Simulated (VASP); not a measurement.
OSZICAR of a VASP run on K (bcc):

**OSZICAR**
```
       N       E                     dE             d eps       ncg     rms          rms(c)
DAV:   1     0.475481587861E+02    0.47548E+02   -0.37342E+03   752   0.869E+02
DAV:   2     0.252891866733E+01   -0.45019E+02   -0.44174E+02   760   0.218E+02
DAV:   3     0.121857175291E+01   -0.13103E+01   -0.13086E+01  1256   0.337E+01
DAV:   4     0.119588969842E+01   -0.22682E-01   -0.22576E-01  1104   0.346E+00
DAV:   5     0.119559112550E+01   -0.29857E-03   -0.29856E-03  1312   0.249E-01    0.259E+00
DAV:   6     0.119575097681E+01    0.15985E-03   -0.25848E-03  1176   0.382E-01    0.163E+00
DAV:   7     0.119475168777E+01   -0.99929E-03   -0.58214E-03  1160   0.524E-01    0.734E-02
DAV:   8     0.119463382817E+01   -0.11786E-03   -0.31038E-04  1104   0.218E-01    0.230E-02
DAV:   9     0.119457263605E+01   -0.61192E-04   -0.91103E-05  1040   0.550E-02    0.110E-02
DAV:  10     0.119456887735E+01   -0.37587E-05   -0.80980E-06  1184   0.188E-02    0.351E-03
DAV:  11     0.119456859302E+01   -0.28433E-06   -0.10103E-06  1040   0.759E-03    0.953E-04
DAV:  12     0.119456863913E+01    0.46103E-07   -0.41714E-08  1112   0.139E-03
   1 F= 0.11945686E+01 E0= 0.11949222E+01  d E =-.106061E-02
```

Question: Which electronic solver shows in the log?

Answer: It is blocked Davidson (ALGO = Normal, or the opening steps of other solvers). The INCAR had ALGO = Normal.

Question: Can the final energy be trusted as converged?

Answer: Self-consistency was reached. It stopped with EDIFF = 1E-7, NELM = 100 (optB86b-vdW, plane waves, VASP's PBE PAW potentials (set 64)).

The compound is K in the bcc structure. This cell is one point of a volume scan, at 0.94 of the reference volume.
